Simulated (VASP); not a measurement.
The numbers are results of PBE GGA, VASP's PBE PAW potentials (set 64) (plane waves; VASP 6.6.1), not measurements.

VASP ran on this input.

### INCAR
```
# general
SYSTEM   =  Tb
PREC     =  Accurate
ENCUT    =  400
LREAL    =  .False.
LASPH    =  .True.

# electronic loop
EDIFF    =  1E-6
NELM     =  100
ALGO     =  Normal
LMAXMIX  =  6

# smearing
ISMEAR   =  1
SIGMA    =  0.05

# functional
GGA      =  PE

# ions
ISIF     =  2

# output
LWAVE    =  .False.
LCHARG   =  .False.
```

### KPOINTS
```
Automatic mesh
0
Gamma
11 11 6
0 0 0
```

File POSCAR:
```
Tb
3.5615260
  0.4928488519  -0.8701149451   0.0000000000
  0.4928488519   0.8701149451   0.0000000000
  0.0000000000   0.0000000000   1.5941307181
Tb
2
Cart
  0.4928488519   0.2900388951   0.3985326795
  0.5102641589  -0.2900388951   1.1955980386
```

POTCAR, in this order: Tb_3 (PBE.64 set). Program: vasp_std.

What VASP printed:

**OSZICAR**
```
       N       E                     dE             d eps       ncg     rms          rms(c)
DAV:   1     0.364278465240E+02    0.36428E+02   -0.78388E+03  6360   0.102E+03
DAV:   2    -0.723130973440E+01   -0.43659E+02   -0.42608E+02  6919   0.226E+02
DAV:   3    -0.903890382162E+01   -0.18076E+01   -0.16651E+01  8585   0.281E+01
DAV:   4    -0.907803657152E+01   -0.39133E-01   -0.38155E-01  7210   0.417E+00
DAV:   5    -0.907905901362E+01   -0.10224E-02   -0.10217E-02  8925   0.535E-01    0.241E+01
DAV:   6    -0.908263082401E+01   -0.35718E-02   -0.20625E-02  7438   0.122E+00    0.144E+01
DAV:   7    -0.909230905230E+01   -0.96782E-02   -0.37729E-02  7344   0.166E+00    0.219E-01
DAV:   8    -0.909199600378E+01    0.31305E-03   -0.21013E-03  7224   0.374E-01    0.623E-02
DAV:   9    -0.909200052020E+01   -0.45164E-05   -0.21228E-04  7804   0.115E-01    0.308E-02
DAV:  10    -0.909199416616E+01    0.63540E-05   -0.27954E-05  7159   0.397E-02    0.332E-02
DAV:  11    -0.909199522011E+01   -0.10539E-05   -0.31992E-06  6979   0.138E-02    0.938E-04
DAV:  12    -0.909199537445E+01   -0.15434E-06   -0.17897E-07  3797   0.382E-03
   1 F= -.90919954E+01 E0= -.90920015E+01  d E =0.182801E-04
```

### OUTCAR
```
------------------------ aborting loop because EDIFF is reached ----------------------------------------
  FORCE on cell =-STRESS in cart. coord.  units (eV):
  Direction    XX          YY          ZZ          XY          YZ          ZX
  --------------------------------------------------------------------------------------
  Total        1.1423556      0.6863078      0.4745236     -0.0781447      0.0000000      0.0000000
  in kB       29.6318815     17.8023299     12.3088004     -2.0270174      0.0000000      0.0000000
  external PRESSURE =      19.9143373 kB  Pullay stress =       0.0000000 kB
  volume of cell :       61.77
      direct lattice vectors                 reciprocal lattice vectors
     1.755294000 -3.098937000  0.000000000     0.284852566 -0.161345649  0.000000000
     1.755294000  3.098937000  0.000000000     0.284852566  0.161345649  0.000000000
     0.000000000  0.000000000  5.677538000     0.000000000  0.000000000  0.176132683
 POSITION                                       TOTAL-FORCE (eV/Angst)
 -----------------------------------------------------------------------------------
      1.75529      1.03298      1.41938         0.038809     -0.018202     -0.000000
      1.81732     -1.03298      4.25815        -0.038809      0.018202      0.000000
 -----------------------------------------------------------------------------------
    total drift:                                0.000003      0.000000      0.000000
  FREE ENERGIE OF THE ION-ELECTRON SYSTEM (eV)
  ---------------------------------------------------
  free  energy   TOTEN  =        -9.0919953745 eV

  energy  without entropy=       -9.0920136545  energy(sigma->0) =       -9.09200147
```
(Selected blocks of OUTCAR.)

### OUTCAR
```
 val. band max:        3.4587658709   @ k =   0.1818  -0.2727   0.0000

 cond. band min:       3.4606248289   @ k =   0.3636  -0.4545  -0.1667


 Fermi energy:         3.4600537024

 k-point     1 :       0.0000    0.0000    0.0000
  band No.  band energies     occupation
      1     -19.4902      2.00000
      2     -18.7996      2.00000
      3     -18.7772      2.00000
      4     -18.6806      2.00000
      5     -18.6613      2.00000
      6     -18.6405      2.00000
      7      -1.5601      2.00000
      8       1.2051      2.00000
      9       4.8423      0.00000
     10       5.0936      0.00000
     11       5.3827      0.00000
     12       5.4012      0.00000
     13       5.7893      0.00000

 k-point     2 :       0.0909    0.0000    0.0000
  band No.  band energies     occupation
      1     -19.4679      2.00000
      2     -18.8419      2.00000
      3     -18.8004      2.00000
      4     -18.7143      2.00000
      5     -18.6860      2.00000
      6     -18.6502      2.00000
      7      -1.3463      2.00000
      8       1.4172      2.00000
      9       4.5778      0.00000
     10       4.7587      0.00000
     11       5.4012      0.00000
     12       5.6817      0.00000
     13       5.8531      0.00000

 k-point     3 :       0.0000    0.0909    0.0000
  band No.  band energies     occupation
      1     -19.4692      2.00000
      2     -18.8272      2.00000
      3     -18.8149      2.00000
      4     -18.7241      2.00000
      5     -18.6761      2.00000
      6     -18.6487      2.00000
      7      -1.3471      2.00000
      8       1.4118      2.00000
      9       4.5474      0.00000
     10       4.8017      0.00000
     11       5.3549      0.00000
     12       5.6750      0.00000
     13       5.7938      0.00000

 k-point     4 :       0.1818    0.0000    0.0000
  band No.  band energies     occupation
      1     -19.4044      2.00000
      2     -18.9698      2.00000
      3     -18.8498      2.00000
...
```

The 4f electrons are frozen in the core of the lanthanide potential, so 4f levels, which can set the real gap, and their magnetism are missing.

The compound is Tb in the hcp structure. The cell was not relaxed at this level, atoms are displaced from their ideal sites. The run is one of a series of settings (SIGMA = 0.05 against the base run), some of them coarse on purpose.
